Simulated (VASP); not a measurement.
Energy against volume of NaI (rock salt). These are r2SCAN+rVV10, VASP's PBE PAW potentials (set 64) (plane waves; VASP) values and carry that method's errors. Run with 520 eV cut-off, 7×7×7 Γ-centred mesh, Gaussian smearing of 0.050 eV, potentials Na_pv I.

| V (Å³/atom) | E (eV/atom) |
|---|---|
| 30.624 | -15.28280 |
| 31.601 | -15.28916 |
| 32.579 | -15.29114 |
| 33.556 | -15.28965 |

Question: Fit these four points and predict the energy of the run at 34.533 Å³/atom.

Answer: A cubic in V^(−2/3), the third-order Birch-Murnaghan form, passes through the four points with V0 = 32.61 Å³/atom and B0 = 19 GPa, and gives -15.2854 eV/atom there. The run gave -15.2852 eV/atom, +0.2 meV/atom from the fit; all five points give B0 = 19 GPa.

The compound is NaI in the rock salt structure. It was relaxed first.
